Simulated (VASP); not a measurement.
Output of a VASP run:

File OUTCAR:
```
 ion  position               nearest neighbor table
   1  0.000  0.000  0.000-
  LATTYP: Found a face centered cubic cell.
 ALAT       =     3.8457426778
 Subroutine PRICEL returns:
 Original cell was already a primitive cell.
 Subroutine GETGRP returns: Found 48 space group operations
The static configuration has the point symmetry O_h .
The dynamic configuration has the point symmetry O_h .
 Subroutine INISYM returns: Found 48 space group operations
 Subroutine IBZKPT returns following result:
 Found    145 irreducible k-points:

 Following reciprocal coordinates:
            Coordinates               Weight
  0.000000  0.000000  0.000000      1.000000
  0.062500  0.000000  0.000000      8.000000
  0.125000  0.000000  0.000000      8.000000
  0.187500  0.000000  0.000000      8.000000
  0.250000  0.000000  0.000000      8.000000
  0.312500  0.000000  0.000000      8.000000
  0.375000  0.000000  0.000000      8.000000
  0.437500  0.000000  0.000000      8.000000
  0.500000  0.000000  0.000000      4.000000
  0.062500  0.062500  0.000000      6.000000
  0.125000  0.062500  0.000000     24.000000
  0.187500  0.062500  0.000000     24.000000
  0.250000  0.062500  0.000000     24.000000
  0.312500  0.062500  0.000000     24.000000
  0.375000  0.062500  0.000000     24.000000
  0.437500  0.062500  0.000000     24.000000
  0.500000  0.062500  0.000000     24.000000
 -0.437500  0.062500  0.000000     24.000000
 -0.375000  0.062500  0.000000     24.000000
 -0.312500  0.062500  0.000000     24.000000
 -0.250000  0.062500  0.000000     24.000000
 -0.187500  0.062500  0.000000     24.000000
 -0.125000  0.062500  0.000000     24.000000
 -0.062500  0.062500  0.000000     12.000000
  0.125000  0.125000  0.000000      6.000000
  0.187500  0.125000  0.000000     24.000000
  0.250000  0.125000  0.000000     24.000000
  0.312500  0.125000  0.000000     24.000000
  0.375000  0.125000  0.000000     24.000000
  0.437500  0.125000  0.000000     24.000000
  0.500000  0.125000  0.000000     24.000000
 -0.437500  0.125000  0.000000     24.000000
 -0.375000  0.125000  0.000000     24.000000
 -0.312500  0.125000  0.000000     24.000000
 -0.250000  0.125000  0.000000     24.000000
 -0.187500  0.125000  0.000000     24.000000
 -0.125000  0.125000  0.000000     12.000000
  0.187500  0.187500  0.000000      6.000000
  0.250000  0.187500  0.000000     24.000000
  0.312500  0.187500  0.000000     24.000000
   k-points           NKPTS =    145   k-points in BZ     NKDIM =    145   number of bands    NBANDS=      9
   number of dos      NEDOS =    301   number of ions     NIONS =      1
   total plane-waves  NPLWV =   8000
   dimension x,y,z NGX =    20 NGY =   20 NGZ =   20
   dimension x,y,z NGXF=    40 NGYF=   40 NGZF=   40
   ions per type =               1
   PREC   = accura    normal or accurate (medium, high low for compatibility)
   ISTART =      0    job   : 0-new  1-cont  2-samecut
   ICHARG =      2    charge: 1-file 2-atom 10-const
   ISPIN  =      1    spin polarized calculation?
   LNONCOLLINEAR =      F non collinear calculations
   LSORBIT =      F    spin-orbit coupling
   INIWAV =      1    electr: 0-lowe 1-rand  2-diag
   ENCUT  =  500.0 eV  36.75 Ry    6.06 a.u.   4.96  4.96  4.96*2*pi/ulx,y,z
   NELM   =    100;   NELMIN=  2; NELMDL= -5     # of ELM steps
   EDIFF  = 0.1E-05   stopping-criterion for ELM
   LREAL  =      F    real-space projection
   NLSPLINE    = F    spline interpolate recip. space projectors
   LMAXMIX     =    6 max onsite mixed and CHGCAR
   VOSKOWN=      0    Vosko Wilk Nusair interpolation
   EDIFFG = -.2E-01   stopping-criterion for IOM
   NSW    =     40    number of steps for IOM
   NBLOCK =      1;   KBLOCK =     40    inner block; outer block
   IBRION =      2    ionic relax: 0-MD 1-quasi-New 2-CG
   NFREE  =      1    steps in history (QN), initial steepest desc. (CG)
...
```

OSZICAR:
```
       N       E                     dE             d eps       ncg     rms          rms(c)
DAV:   1     0.347445096662E+02    0.34745E+02   -0.54054E+03  2738   0.100E+03
DAV:   2    -0.597823274908E+01   -0.40723E+02   -0.38817E+02  2774   0.184E+02
DAV:   3    -0.634558744187E+01   -0.36735E+00   -0.36300E+00  3102   0.178E+01
DAV:   4    -0.634673333728E+01   -0.11459E-02   -0.11458E-02  2974   0.104E+00
DAV:   5    -0.634674052225E+01   -0.71850E-05   -0.71850E-05  2979   0.754E-02    0.154E+01
DAV:   6    -0.602995518719E+01    0.31679E+00   -0.72172E-01  2666   0.797E+00    0.822E+00
DAV:   7    -0.598157871209E+01    0.48376E-01   -0.18358E-01  2765   0.391E+00    0.254E+00
DAV:   8    -0.597756169811E+01    0.40170E-02   -0.80572E-03  2821   0.910E-01    0.496E-01
DAV:   9    -0.597742541832E+01    0.13628E-03   -0.93052E-05  2790   0.104E-01    0.141E-02
DAV:  10    -0.597743114629E+01   -0.57280E-05   -0.27420E-06  3109   0.138E-02    0.118E-03
DAV:  11    -0.597743126283E+01   -0.11653E-06   -0.47086E-08  1440   0.229E-03
   1 F= -.33149207E+01 E0= -.33147226E+01  d E =-.331492E+01
```

**OUTCAR**
```
------------------------ aborting loop because EDIFF is reached ----------------------------------------
  FORCE on cell =-STRESS in cart. coord.  units (eV):
  Direction    XX          YY          ZZ          XY          YZ          ZX
  --------------------------------------------------------------------------------------
  Total        2.6566150      2.6566150      2.6566150      0.0000000      0.0000000      0.0000000
  in kB      299.3357113    299.3357113    299.3357113      0.0000000      0.0000000      0.0000000
  external PRESSURE =      -0.6642887 kB  Pullay stress =     300.0000000 kB
  volume of cell :       14.22
      direct lattice vectors                 reciprocal lattice vectors
     0.000000000  1.922871339  1.922871339    -0.260027798  0.260027798  0.260027798
     1.922871339  0.000000000  1.922871339     0.260027798 -0.260027798  0.260027798
     1.922871339  1.922871339  0.000000000     0.260027798  0.260027798 -0.260027798
 POSITION                                       TOTAL-FORCE (eV/Angst)
 -----------------------------------------------------------------------------------
      0.00000      0.00000      0.00000        -0.000000     -0.000000     -0.000000
 -----------------------------------------------------------------------------------
    total drift:                               -0.000000     -0.000000     -0.000000
  FREE ENERGIE OF THE ION-ELECTRON SYSTEM (eV)
  ---------------------------------------------------
  free  energy   TOTEN  =        -5.9774312628 eV

  energy  without entropy=       -5.9768371547  energy(sigma->0) =       -5.97723323
  enthalpy is  TOTEN    =        -3.3149206566 eV   P V=        2.6625106062

 reached required accuracy - stopping structural energy minimisation
```
(Selected blocks of OUTCAR.)

### POSCAR
```
Pt
1
    0.0000000000     1.9228713389     1.9228713389
    1.9228713389     0.0000000000     1.9228713389
    1.9228713389     1.9228713389    -0.0000000000
Pt
1
Direct
  1.0000000000   1.0000000000   0.0000000000
```

Task: Reconstruct the remaining input files.

Result: This is not unique; one that fits is the input of the run itself, PBE GGA, plane waves, VASP's PBE PAW potentials (set 64).

### INCAR
```
# general
SYSTEM  = Pt
PREC    = Accurate
ENCUT   = 500
LREAL   = F
LASPH   = T   # aspherical one-centre terms

# electronic loop
EDIFF   = 1E-6   # SCF stop (eV)
NELM    = 100
ALGO    = Normal   # blocked Davidson
LMAXMIX = 6

# smearing
ISMEAR  = 1   # Methfessel-Paxton
SIGMA   = 0.1

# functional
GGA     = PE   # PBE

# ions
IBRION  = 2
NSW     = 40   # most ionic steps
ISIF    = 3
EDIFFG  = -0.02   # ionic stop
PSTRESS = 300

# output
LWAVE   = F
LCHARG  = F
```

KPOINTS:
```
Automatic mesh
0
Gamma
16 16 16
0 0 0
```

POTCAR, in this order: Pt (PBE.64 set). Program: vasp_std.

The compound is Pt in the fcc structure. It was relaxed first under an external pressure of 30 GPa.
